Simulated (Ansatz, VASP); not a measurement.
# Cross-check of Ta12Al14O51 (aluminium tantalate glass 54Al2O3-46Ta2O5) between VASP and Ansatz, part 2 of 3

Aim: how closely do two programs agree when they are given the same cell, functional and k mesh? The structure shown is the end of the Ansatz relaxation below.

VASP 6.6.1 and Ansatz 0.2.0.

So far: The starting structure; Ansatz: relaxation, PBE.

### Step 3. VASP: single point, PBE, pair 1

Level of this step: PBE; plane waves and PAW (Al, Ta_pv, O) (VASP).

The same cell, functional and mesh now go to VASP, with its own data sets.

Lines of VASP's logs that name or quote its potential files are left out, and so is its time.

File INCAR:

```
SYSTEM = Ta12Al14O51
PREC = Accurate
ENCUT = 600
EDIFF = 1E-06
NELM = 120
ISMEAR = 0
SIGMA = 0.01
LREAL = Auto
ALGO = Normal
GGA = PE
NBANDS = 296
LASPH = .TRUE.
LORBIT = 11
LWAVE = .FALSE.
LCHARG = .FALSE.
ISIF = 2
GGA_COMPAT = .FALSE.
EFERMI = MIDGAP
NCORE = 2
```

File POSCAR:

```
Ta12Al14O51
1.0
   10.2900800000      0.0000000000      0.0000000000
    0.0000000000      9.6017600000      0.0000000000
    0.0000000000      0.0000000000     10.0141800000
Al Ta O
14 12 51
Direct
    0.5700300000      0.6884000000      0.3526800000
    0.7770200000      0.2035900000      0.2832700000
    0.6115800000      0.1554700000      0.5372900000
    0.3254500000      0.8606100000      0.2679000000
    0.5611100000      0.4116500000      0.4826600000
    0.2860600000      0.2052300000      0.5501600000
    0.3626800000      0.4420000000      0.7110100000
    0.4777400000      0.3853600000      0.1885600000
    0.0827800000      0.7320100000      0.5918700000
    0.5267500000      0.1034500000      0.1311600000
    0.8263700000      0.1502300000      0.7289700000
    0.4688500000      0.8976600000      0.8778000000
    0.0630000000      0.2932700000      0.3104000000
    0.2535100000      0.1137800000      0.1522800000
    0.5886300000      0.2684000000      0.8817600000
    0.6448600000      0.5928500000      0.7037600000
    0.8888100000      0.8321000000      0.8206000000
    0.9473300000      0.2109600000      0.0228300000
    0.1605500000      0.0122800000      0.8098800000
    0.7637200000      0.8969900000      0.5390800000
    0.4033400000      0.8599000000      0.5866300000
    0.7981900000      0.8815100000      0.1694700000
    0.2805100000      0.6155000000      0.0018100000
    0.0509600000      0.0068000000      0.4074300000
    0.0765100000      0.3809000000      0.7192800000
    0.0761400000      0.6466400000      0.2448900000
    0.7621700000      0.9517600000      0.7383400000
    0.9194000000      0.7312300000      0.1938500000
    0.5307300000      0.7837800000      0.7393100000
    0.1598700000      0.1936900000      0.4237800000
    0.6836000000      0.0590300000      0.2106300000
    0.0810800000      0.9737300000      0.5828900000
    0.9338900000      0.2854700000      0.6612800000
    0.6536700000      0.7726100000      0.2241100000
    0.0438600000      0.3389300000      0.9040600000
    0.1012700000      0.5956700000      0.0565100000
    0.9245800000      0.0333000000      0.1118300000
    0.4240900000      0.3019000000      0.8135600000
    0.5786100000      0.9724600000      0.5336700000
    0.4740700000      0.5338000000      0.6098800000
    0.6498600000      0.2028800000      0.7096400000
    0.5300500000      0.5044400000      0.3259600000
    0.1834100000      0.9760800000      0.2696900000
    0.2394100000      0.3864400000      0.6000100000
    0.0581500000      0.4741600000      0.3257500000
    0.6185300000      0.4679100000      0.8469700000
    0.0453900000      0.5621800000      0.6600200000
    0.3893800000      0.2264300000      0.2046400000
    0.3828000000      0.7731700000      0.9713300000
    0.5378700000      0.0573400000      0.9488400000
    0.9365000000      0.1721700000      0.3555400000
    0.7903500000      0.0962200000      0.5441800000
    0.2036000000      0.0567900000      0.9825700000
    0.7899300000      0.8471800000      0.9839100000
    0.6644300000      0.7225700000      0.5019900000
    0.7037900000      0.4659800000      0.5788600000
    0.3427500000      0.9545600000      0.7663900000
    0.0814100000      0.7696900000      0.4067500000
    0.6558500000      0.2686800000      0.3928500000
    0.4013300000      0.9789700000      0.1631700000
    0.8560500000      0.3080900000      0.1548200000
    0.8669800000      0.9174800000      0.3730700000
    0.1156500000      0.2352900000      0.1517800000
    0.3297800000      0.0209500000      0.5205500000
    0.2683600000      0.5301400000      0.8322600000
    0.4585900000      0.2617000000      0.5314700000
    0.1858000000      0.1795400000      0.7122900000
    0.4279400000      0.7872700000      0.3932900000
    0.7960400000      0.6622100000      0.7948000000
    0.2556700000      0.7071600000      0.2060500000
    0.2569400000      0.7480400000      0.6032800000
    0.9111100000      0.7938100000      0.6160300000
    0.9676400000      0.0535500000      0.8341000000
    0.5880800000      0.2880500000      0.0823200000
    0.3907400000      0.4939500000      0.0844700000
    0.7922500000      0.2216500000      0.9044000000
    0.0793900000      0.8171300000      0.8145400000
```

File KPOINTS:

```
Automatic mesh
0
Gamma
1 1 1
0 0 0
```

PAW data sets: Al, Ta_pv and O (PBE family, release 64).

Launch:

```console
> mpirun -np 8 vasp_gam
```

Numbers of over 12 decimals in the logs are rounded to 6 here.

The program printed:

```text
[banner, memory and clock lines left out]
running    8 mpi-ranks, on    1 nodes
[...]
LDA part: xc-table for (Slater+PW92), standard interpolation
 POSCAR, INCAR and KPOINTS ok, starting setup
[...]
entering main loop
       N       E                     dE             d eps       ncg     rms          rms(c)
DAV:   1     0.571087178900E+04    0.57109E+04   -0.31749E+05   600   0.187E+03
DAV:   2    -0.189313688585E+03   -0.59002E+04   -0.56512E+04   712   0.488E+02
DAV:   3    -0.774815499346E+03   -0.58550E+03   -0.58048E+03   664   0.158E+02
DAV:   4    -0.790633740568E+03   -0.15818E+02   -0.15725E+02   696   0.269E+01
[...]
DAV:  17    -0.660162055365E+03    0.36225E-05   -0.28511E-05   744   0.156E-02    0.113E-02
DAV:  18    -0.660162053275E+03    0.20893E-05   -0.15923E-05   648   0.108E-02    0.374E-03
DAV:  19    -0.660162053559E+03   -0.28343E-06   -0.29374E-06   448   0.455E-03
   1 F= -.66016205E+03 E0= -.66016205E+03  d E =0.000000E+00
```

OUTCAR, selected parts (step 3):

```text
  Total        2.2147193      1.5949212      1.8479500     -4.0531173     -0.9948216     -3.3551961
  in kB        3.5862807      2.5826456      2.9923735     -6.5631868     -1.6109083     -5.4330475
  external PRESSURE =       3.0537666 kB  Pullay stress =       0.0000000 kB

 POSITION                                       TOTAL-FORCE (eV/Angst)
 -----------------------------------------------------------------------------------
      5.86565      6.60985      3.53180        -0.011270     -0.018554     -0.000378
      7.99560      1.95482      2.83672        -0.014325     -0.000595      0.015187
      6.29321      1.49279      5.38052        -0.008274      0.015219     -0.001654
      3.34891      8.26337      2.68280         0.004167     -0.017280      0.009087
      5.77387      3.95256      4.83344        -0.016348     -0.018778     -0.049364
      2.94358      1.97057      5.50940        -0.004572     -0.006981     -0.008875
      3.73201      4.24398      7.12018        -0.019735      0.010969      0.001598
      4.91598      3.70013      1.88827         0.008914      0.022787      0.009252
      0.85181      7.02858      5.92709        -0.015286     -0.024958      0.003624
      5.42030      0.99330      1.31346         0.017237     -0.015863      0.005232
      8.50341      1.44247      7.30004         0.010062      0.006112     -0.006963
      4.82450      8.61912      8.79045         0.013873      0.002904      0.013463
      0.64828      2.81591      3.10840         0.004066      0.027114      0.015195
      2.60864      1.09249      1.52496        -0.004645     -0.010926     -0.010298
[...]
-----------------------------------------------------------------------------------
    total drift:                               -0.008764     -0.005580     -0.003066

  FREE ENERGIE OF THE ION-ELECTRON SYSTEM (eV)
  ---------------------------------------------------
  free  energy   TOTEN  =      -660.1620535588 eV

  energy  without entropy=     -660.1620535588  energy(sigma->0) =     -660.16205356

[... 3 further parts left out ...]
[key lines of the parts left out:]
E-fermi :   3.3729
```

The run ends at a pressure of 0.31 GPa, with forces up to 0.23 eV/Å.

### Step 4. Comparison

Known differences besides the potentials themselves: fixed occupations in Ansatz, narrow Gaussian smearing in VASP; the data sets hold 504 valence electrons in Ansatz (on its default PAW (the set named soft_2) files) and 480 in VASP; the cutoff is 520 eV in Ansatz and 600 eV in VASP (PREC = Accurate, projectors in real space). Total energies have different zeros and are not compared.

The two programs side by side:

| quantity | Ansatz | VASP | difference |
| --- | --- | --- | --- |
| pressure (GPa) | 0.03 | 0.31 | -0.28 |
| gap on the k mesh (eV) | 3.242 | 3.204 | +0.038 |

Forces on 7 of the 77 atoms, those with the largest forces and the largest differences (eV/Å; atoms numbered as in POSCAR):

| atom | Ansatz x, y, z | VASP x, y, z |
| --- | --- | --- |
| Ta16 | 0.003, 0.013, -0.001 | -0.070, 0.214, 0.025 |
| Ta21 | -0.009, -0.003, -0.006 | 0.169, -0.070, 0.026 |
| O32 | 0.006, 0.010, -0.019 | 0.052, -0.034, 0.220 |
| O33 | 0.001, -0.006, 0.003 | -0.166, -0.114, -0.054 |
| O53 | -0.002, 0.000, -0.002 | 0.048, 0.048, 0.171 |
| O56 | 0.013, 0.010, 0.001 | 0.082, -0.126, -0.123 |
| O64 | -0.001, 0.001, -0.001 | -0.082, 0.157, -0.058 |

The forces differ by 60 meV/Å r.m.s., where the r.m.s. force is 0.006 eV/Å in Ansatz and 0.060 eV/Å in VASP: the atoms lie near their places of rest in Ansatz, so a percentage would say little (all taken over all components). A gap on the mesh is an upper bound, since the band edges may lie between its points; neither run holds spin-orbit coupling, which can move the band edges of a compound of Ta.

### Step 5. Ansatz: relaxation, PBE

This run makes the geometry at which the two programs are then compared.

The structure compared here is the end of the Ansatz relaxation.

File input.yaml:

```yaml
crystal:
  lattice:
    - [9.7601, 0.0, 0.0]
    - [0.0, 9.7601, 0.0]
    - [0.0, 0.0, 9.7601]
  atoms:
    - { symbol: Al, position: [0.55121, 0.67825, 0.35837] }
    - { symbol: Al, position: [0.75609, 0.22698, 0.23733] }
    - { symbol: Al, position: [0.60977, 0.14878, 0.52908] }
    - { symbol: Al, position: [0.29152, 0.88421, 0.32276] }
    - { symbol: Al, position: [0.56289, 0.40255, 0.47926] }
    - { symbol: Al, position: [0.28529, 0.1711, 0.53386] }
    - { symbol: Al, position: [0.37623, 0.45929, 0.71804] }
    - { symbol: Al, position: [0.48839, 0.40436, 0.18278] }
    - { symbol: Al, position: [0.0477, 0.68242, 0.57755] }
    - { symbol: Al, position: [0.51265, 0.08485, 0.13992] }
    - { symbol: Al, position: [0.81383, 0.14355, 0.72958] }
    - { symbol: Al, position: [0.59067, 0.90467, 0.88878] }
    - { symbol: Al, position: [0.03097, 0.30548, 0.30366] }
    - { symbol: Al, position: [0.26095, 0.13935, 0.13106] }
    - { symbol: Ta, position: [0.59638, 0.27835, 0.88891] }
    - { symbol: Ta, position: [0.68764, 0.57654, 0.68417] }
    - { symbol: Ta, position: [0.88757, 0.83846, 0.85521] }
    - { symbol: Ta, position: [0.97249, 0.19743, 0.01836] }
    - { symbol: Ta, position: [0.14817, 0.00713, 0.79533] }
    - { symbol: Ta, position: [0.7275, 0.87324, 0.56052] }
    - { symbol: Ta, position: [0.38283, 0.82441, 0.60634] }
    - { symbol: Ta, position: [0.78571, 0.86952, 0.18854] }
    - { symbol: Ta, position: [0.33324, 0.67566, 0.00156] }
    - { symbol: Ta, position: [0.00866, 0.04422, 0.446] }
    - { symbol: Ta, position: [0.07478, 0.35574, 0.70901] }
    - { symbol: Ta, position: [0.08081, 0.65141, 0.21695] }
    - { symbol: O, position: [0.73269, 0.95811, 0.76624] }
    - { symbol: O, position: [0.91465, 0.722, 0.15015] }
    - { symbol: O, position: [0.57597, 0.76223, 0.70181] }
    - { symbol: O, position: [0.14655, 0.20798, 0.42386] }
    - { symbol: O, position: [0.675, 0.05343, 0.21125] }
    - { symbol: O, position: [0.07357, 0.97027, 0.61011] }
    - { symbol: O, position: [0.94714, 0.2322, 0.63904] }
    - { symbol: O, position: [0.63207, 0.75699, 0.22671] }
    - { symbol: O, position: [0.07364, 0.33788, 0.89689] }
    - { symbol: O, position: [0.16359, 0.58193, 0.04609] }
    - { symbol: O, position: [0.91821, 0.02603, 0.09826] }
    - { symbol: O, position: [0.41805, 0.34084, 0.85448] }
    - { symbol: O, position: [0.55557, 0.96465, 0.54147] }
    - { symbol: O, position: [0.49845, 0.52756, 0.60295] }
    - { symbol: O, position: [0.63944, 0.20217, 0.70141] }
    - { symbol: O, position: [0.50843, 0.49987, 0.3355] }
    - { symbol: O, position: [0.11485, 0.96281, 0.31512] }
    - { symbol: O, position: [0.24275, 0.39885, 0.62556] }
    - { symbol: O, position: [0.06131, 0.47805, 0.30452] }
    - { symbol: O, position: [0.65345, 0.46497, 0.82828] }
    - { symbol: O, position: [0.00136, 0.52204, 0.64101] }
    - { symbol: O, position: [0.39572, 0.25134, 0.17403] }
    - { symbol: O, position: [0.45589, 0.82351, 0.97011] }
    - { symbol: O, position: [0.53978, 0.08007, 0.95195] }
    - { symbol: O, position: [0.90764, 0.18598, 0.3461] }
    - { symbol: O, position: [0.79239, 0.06985, 0.55015] }
    - { symbol: O, position: [0.17355, 0.08601, 0.97222] }
    - { symbol: O, position: [0.73396, 0.86391, 0.9956] }
    - { symbol: O, position: [0.68191, 0.69415, 0.48032] }
    - { symbol: O, position: [0.73302, 0.44858, 0.55241] }
    - { symbol: O, position: [0.32904, 0.94038, 0.75581] }
    - { symbol: O, position: [0.0547, 0.72569, 0.40395] }
    - { symbol: O, position: [0.65962, 0.26048, 0.39075] }
    - { symbol: O, position: [0.36316, 0.99952, 0.19171] }
    - { symbol: O, position: [0.87642, 0.31535, 0.13853] }
    - { symbol: O, position: [0.84585, 0.89807, 0.38248] }
    - { symbol: O, position: [0.11745, 0.24879, 0.15468] }
    - { symbol: O, position: [0.30744, 0.9795, 0.48887] }
    - { symbol: O, position: [0.34699, 0.60658, 0.82258] }
    - { symbol: O, position: [0.45207, 0.24226, 0.51718] }
    - { symbol: O, position: [0.20906, 0.16514, 0.69578] }
    - { symbol: O, position: [0.40361, 0.76114, 0.40653] }
    - { symbol: O, position: [0.80434, 0.6616, 0.82553] }
    - { symbol: O, position: [0.25551, 0.7581, 0.19101] }
    - { symbol: O, position: [0.22903, 0.72715, 0.60307] }
    - { symbol: O, position: [0.90011, 0.79995, 0.64334] }
    - { symbol: O, position: [0.95084, 0.0521, 0.82992] }
    - { symbol: O, position: [0.62299, 0.30075, 0.09863] }
    - { symbol: O, position: [0.4592, 0.56547, 0.08622] }
    - { symbol: O, position: [0.80054, 0.22915, 0.8979] }
    - { symbol: O, position: [0.08268, 0.82538, 0.88475] }
kpoints:
  mp_grid: { grid: [1, 1, 1] }
hamiltonian:
  xc: pbe
scf:
  occupations: { method: fixed }
output:
  forces: true
  stress: true
relax:
  f_tol: 0.04
  max_steps: 90
  cell: { stress_tol: 0.1, fix: [alpha, beta, gamma] }
```

Launch:

```console
> ansatz run input.yaml --threads 4 --pin off --max-ram 15360MiB --backend cpu --events-out ev --progress --plain --runs-dir out
```

The program printed:

```text
[...]
Crystal: 77 atoms, lattice volume = 929.743 Å³
Basis set: ecut = 420 eV, 18037 PW (Γ), exchange–correlation on 144×144×144 points (8 copies of the dense FFT grid, shifted against one another)
Bands: 329, of which v1, the nominal top of the filled ones, is band 252 counted from 1 (251 counted from 0)
Symmetry: 1 space group operations
[...]
k-points: 1
[...]
- { symbol: O, position: [0.530734, 0.783783, 0.739313] }
    - { symbol: O, position: [0.159873, 0.193693, 0.423782] }
    - { symbol: O, position: [0.683601, 0.059026, 0.210631] }
    - { symbol: O, position: [0.081085, 0.973731, 0.582890] }
    - { symbol: O, position: [0.933889, 0.285472, 0.661282] }
    - { symbol: O, position: [0.653666, 0.772610, 0.224113] }
[...]
- { symbol: O, position: [0.588078, 0.288050, 0.082321] }
    - { symbol: O, position: [0.390744, 0.493949, 0.084471] }
    - { symbol: O, position: [0.792250, 0.221650, 0.904399] }
    - { symbol: O, position: [0.079386, 0.817126, 0.814543] }
[key lines of the parts left out:]
P = ⅓ Tr σ = 0.0152 GPa (0.152 kbar)
```

### Step 6. VASP: single point, PBE, pair 2

The same cell, functional and mesh now go to VASP, with its own data sets.

INCAR is that of step 3.

Edit POSCAR of step 3 so:

```diff
@@ -2,5 +2,5 @@
 1.0
-   10.2900800000      0.0000000000      0.0000000000
-    0.0000000000      9.6017600000      0.0000000000
-    0.0000000000      0.0000000000     10.0141800000
+   10.2900760000      0.0000000000      0.0000000000
+    0.0000000000      9.6017570000      0.0000000000
+    0.0000000000      0.0000000000     10.0141820000
 Al Ta O
```

KPOINTS is that of step 3.

Launch:

```console
> mpirun -np 8 vasp_gam
```

The program printed:

```text
[... set-up lines as in an earlier step ...]
 entering main loop
       N       E                     dE             d eps       ncg     rms          rms(c)
DAV:   1     0.571087359162E+04    0.57109E+04   -0.31749E+05   600   0.187E+03
DAV:   2    -0.189313483352E+03   -0.59002E+04   -0.56512E+04   712   0.488E+02
DAV:   3    -0.774815484061E+03   -0.58550E+03   -0.58048E+03   664   0.158E+02
DAV:   4    -0.790633727693E+03   -0.15818E+02   -0.15726E+02   696   0.269E+01
[...]
DAV:  17    -0.660162054360E+03    0.36207E-05   -0.28511E-05   744   0.156E-02    0.113E-02
DAV:  18    -0.660162052272E+03    0.20875E-05   -0.15923E-05   648   0.108E-02    0.374E-03
DAV:  19    -0.660162052553E+03   -0.28120E-06   -0.29373E-06   448   0.455E-03
   1 F= -.66016205E+03 E0= -.66016205E+03  d E =0.000000E+00
```

OUTCAR, selected parts (step 6):

```text
  Total        2.2156734      1.5957877      1.8480256     -4.0530780     -0.9948931     -3.3551775
  in kB        3.5878275      2.5840501      2.9924974     -6.5631265     -1.6110249     -5.4330200
  external PRESSURE =       3.0547917 kB  Pullay stress =       0.0000000 kB

 POSITION                                       TOTAL-FORCE (eV/Angst)
 -----------------------------------------------------------------------------------
      5.86565      6.60985      3.53180        -0.011266     -0.018554     -0.000378
      7.99559      1.95482      2.83672        -0.014327     -0.000591      0.015183
      6.29320      1.49279      5.38052        -0.008270      0.015225     -0.001650
      3.34891      8.26337      2.68280         0.004172     -0.017280      0.009092
      5.77386      3.95256      4.83345        -0.016349     -0.018772     -0.049369
      2.94358      1.97057      5.50940        -0.004576     -0.006981     -0.008874
      3.73200      4.24398      7.12018        -0.019735      0.010971      0.001601
      4.91598      3.70013      1.88827         0.008920      0.022792      0.009256
      0.85181      7.02858      5.92709        -0.015292     -0.024954      0.003616
      5.42030      0.99330      1.31346         0.017241     -0.015858      0.005226
      8.50341      1.44247      7.30004         0.010061      0.006108     -0.006960
      4.82450      8.61911      8.79045         0.013878      0.002905      0.013461
      0.64827      2.81591      3.10840         0.004071      0.027113      0.015187
      2.60864      1.09249      1.52496        -0.004647     -0.010931     -0.010304
[...]
-----------------------------------------------------------------------------------
    total drift:                               -0.008763     -0.005580     -0.003066

  FREE ENERGIE OF THE ION-ELECTRON SYSTEM (eV)
  ---------------------------------------------------
  free  energy   TOTEN  =      -660.1620525532 eV

  energy  without entropy=     -660.1620525532  energy(sigma->0) =     -660.16205255

[... 1 part as in an earlier step ...]

[... 2 further parts left out ...]
[key lines of the parts left out:]
E-fermi :   3.3729
```

The run ends at a pressure of 0.31 GPa, with forces up to 0.23 eV/Å.

### Step 7. Comparison

What differs besides the data sets and the points named for the pairs above, as far as they apply: the data sets hold 504 valence electrons in Ansatz (on its default PAW (the set named soft_2) files) and 480 in VASP; the cutoff is 420 eV in Ansatz and 600 eV in VASP (PREC = Accurate, projectors in real space). Total energies have different zeros and are not compared.

The two programs side by side:

| quantity | Ansatz | VASP | difference |
| --- | --- | --- | --- |
| pressure (GPa) | 0.02 | 0.31 | -0.29 |
| gap on the k mesh (eV) | 3.241 | 3.204 | +0.037 |

Forces on 7 of the 77 atoms, those with the largest forces and the largest differences (eV/Å; atoms numbered as in POSCAR):

| atom | Ansatz x, y, z | VASP x, y, z |
| --- | --- | --- |
| Ta16 | 0.004, 0.011, 0.002 | -0.070, 0.214, 0.025 |
| Ta21 | -0.010, -0.003, -0.006 | 0.169, -0.070, 0.026 |
| O32 | 0.005, 0.009, -0.018 | 0.052, -0.034, 0.220 |
| O33 | 0.001, -0.006, 0.003 | -0.166, -0.114, -0.054 |
| O53 | -0.001, 0.000, -0.001 | 0.048, 0.048, 0.171 |
| O56 | 0.012, 0.010, 0.002 | 0.082, -0.126, -0.123 |
| O64 | -0.002, 0.003, -0.001 | -0.082, 0.157, -0.058 |

The forces differ by 61 meV/Å r.m.s., where the r.m.s. force is 0.006 eV/Å in Ansatz and 0.060 eV/Å in VASP: the atoms lie near their places of rest in Ansatz, so a percentage would say little (all taken over all components). A gap on the mesh is an upper bound, since the band edges may lie between its points; neither run holds spin-orbit coupling, which can move the band edges of a compound of Ta.

[end of part 2 of 3]

[Lines on the potential files, build, host, timing and source positions are cut from VASP's logs without a mark.]

[Logs are printed without paths, hosts, clocks, repeated set-up lines and the standing remarks that a program may print on its own settings, such as how far it seeks lower states.]

[Hosts, paths, dates, database ids (printed as entryN), source tags and the programs' standing remarks are cut or masked in the printed files.]
